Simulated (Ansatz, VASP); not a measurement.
## RuC4 in VASP and in Ansatz

```xyz
5
Lattice="2.7026 0.0000 0.0000 -1.3513 2.3406 0.0000 0.0000 0.0000 6.2036" Properties=species:S:1:pos:R:3 pbc="T T T"
Ru    0.0000    0.0000    0.0000
C     0.0000    1.5604    4.8400
C     0.0000    1.5604    3.3702
C     1.3513    0.7802    1.3636
C     1.3513    0.7802    2.8334
```

Change from the starting cell: species swapped into the Co4H type (P-3m1, No. 164).

Alike in both runs: functional PBE; k mesh 6 × 6 × 4; occupations gaussian, width 0.1 eV; no spin polarisation.

Ansatz relaxed the structure, and its values are those at the end. VASP's run is a single point on that final structure, the one shown.

|  | VASP | Ansatz |
| --- | --- | --- |
| version | VASP 6.6.1 | Ansatz 0.2.0 |
| potentials or method | VASP PAW PBE potentials, release 64 (Ru_pv, C) | scalar-relativistic, plane waves, PAW |
| plane-wave cutoff (eV) | 520 | 420 |
| valence electrons in the cell | 30 | 32 |

VASP gave:

| Quantity | Value |
| --- | --- |
| gap on the k mesh at the Fermi level (eV) | none |
| pressure (GPa) | 0.2 |
| rms of the force components (eV/Å) | 0.032 |

Question: Estimate Ansatz's values.

Answer: gap on the k mesh at the Fermi level (eV): none; pressure (GPa): 0.0; rms of the force components (eV/Å): 0.016.

A gap of «none» marks a metal or a gap that the smearing closes. The two sets of potentials don't hold the same shells in valence.

Caveats: the k mesh is coarse (spacing up to 0.45 Å⁻¹), so the values aren't converged.
